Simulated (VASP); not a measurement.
Computed with PBE GGA, VASP's PBE PAW potentials (set 64) (plane waves; VASP 6.6.1).

VASP ran on this input.

**POSCAR**
```
Zn36O36
1.0
  4.9283490727  -8.5361523472   0.0000000000
  4.9283490727   8.5361523472   0.0000000000
  0.0000000000   0.0000000000  10.6049128450
Zn O
36 36
Cart
  1.6427813815  -0.9484604234   2.6512282112
  1.6427813815   0.9484604234   0.0000000000
  1.6427813815  -0.9484604234   7.9536846337
  1.6427813815   0.9484604234   5.3024564225
  3.2855627629   1.8969208469   2.6512282112
  3.2855676912   3.7938502300   0.0000000000
  3.2855627629   1.8969208469   7.9536846337
  3.2855676912   3.7938502300   5.3024564225
  4.9283490727   4.7423106534   2.6512282112
  4.9283490727   6.6392315003   0.0000000000
  4.9283490727   4.7423106534   7.9536846337
  4.9283490727   6.6392315003   5.3024564225
  3.2855676912  -3.7938502300   2.6512282112
  3.2855627629  -1.8969208469   0.0000000000
  3.2855676912  -3.7938502300   7.9536846337
  3.2855627629  -1.8969208469   5.3024564225
  4.9283490727  -0.9484689596   2.6512282112
  4.9283490727   0.9484689596   0.0000000000
  4.9283490727  -0.9484689596   7.9536846337
  4.9283490727   0.9484689596   5.3024564225
  6.5711353825   1.8969208469   2.6512282112
  6.5711304542   3.7938502300   0.0000000000
  6.5711353825   1.8969208469   7.9536846337
  6.5711304542   3.7938502300   5.3024564225
  4.9283490727  -6.6392315003   2.6512282112
  4.9283490727  -4.7423106534   0.0000000000
  4.9283490727  -6.6392315003   7.9536846337
  4.9283490727  -4.7423106534   5.3024564225
  6.5711304542  -3.7938502300   2.6512282112
  6.5711353825  -1.8969208469   0.0000000000
  6.5711304542  -3.7938502300   7.9536846337
  6.5711353825  -1.8969208469   5.3024564225
  8.2139167639  -0.9484604234   2.6512282112
  8.2139167639   0.9484604234   0.0000000000
  8.2139167639  -0.9484604234   7.9536846337
  8.2139167639   0.9484604234   5.3024564225
  1.6427813815  -0.9484604234   4.6767665646
  1.6427813815   0.9484604234   2.0255383534
  1.6427813815  -0.9484604234   9.9792229871
  1.6427813815   0.9484604234   7.3279947759
  3.2855627629   1.8969208469   4.6767665646
  3.2855676912   3.7938502300   2.0255383534
  3.2855627629   1.8969208469   9.9792229871
  3.2855676912   3.7938502300   7.3279947759
  4.9283490727   4.7423106534   4.6767665646
  4.9283490727   6.6392315003   2.0255383534
  4.9283490727   4.7423106534   9.9792229871
  4.9283490727   6.6392315003   7.3279947759
  3.2855676912  -3.7938502300   4.6767665646
  3.2855627629  -1.8969208469   2.0255383534
  3.2855676912  -3.7938502300   9.9792229871
  3.2855627629  -1.8969208469   7.3279947759
  4.9283490727  -0.9484689596   4.6767665646
  4.9283490727   0.9484689596   2.0255383534
  4.9283490727  -0.9484689596   9.9792229871
  4.9283490727   0.9484689596   7.3279947759
  6.5711353825   1.8969208469   4.6767665646
  6.5711304542   3.7938502300   2.0255383534
  6.5711353825   1.8969208469   9.9792229871
  6.5711304542   3.7938502300   7.3279947759
  4.9283490727  -6.6392315003   4.6767665646
  4.9283490727  -4.7423106534   2.0255383534
  4.9283490727  -6.6392315003   9.9792229871
  4.9283490727  -4.7423106534   7.3279947759
  6.5711304542  -3.7938502300   4.6767665646
  6.5711353825  -1.8969208469   2.0255383534
  6.5711304542  -3.7938502300   9.9792229871
  6.5711353825  -1.8969208469   7.3279947759
  8.2139167639  -0.9484604234   4.6767665646
  8.2139167639   0.9484604234   2.0255383534
  8.2139167639  -0.9484604234   9.9792229871
  8.2139167639   0.9484604234   7.3279947759
```

INCAR:
```
SYSTEM = Zn36O36
PREC = Normal
ENCUT = 400
EDIFF = 1E-5
NELM = 100
ALGO = Fast
LREAL = Auto
LASPH = .TRUE.
ISMEAR = 0
SIGMA = 0.05
GGA = PE
LMAXMIX = 4
LWAVE = .TRUE.
LCHARG = .FALSE.
NELMIN = 4
IBRION = 2
ISIF = 2
NSW = 20
EDIFFG = -0.03
```

### KPOINTS
```
Automatic mesh
0
Gamma
1 1 1
0 0 0
```

POTCAR, in this order: Zn O (PBE.64 set). Program: vasp_gam.

### Question
What will the output report for the number of irreducible k-points (NKPTS), largest plane-wave count, number of space-group operations, FFT grid (NGX, NGY, NGZ)?

### Answer

```json
{
 "number of irreducible k-points (NKPTS)": "1",
 "largest_plane_wave_count": "8085",
 "number_of_space_group_operations": "12",
 "FFT grid (NGX, NGY, NGZ)": "48 × 48 × 54"
}
```

The cell is a supercell, built from ZnO (wurtzite).
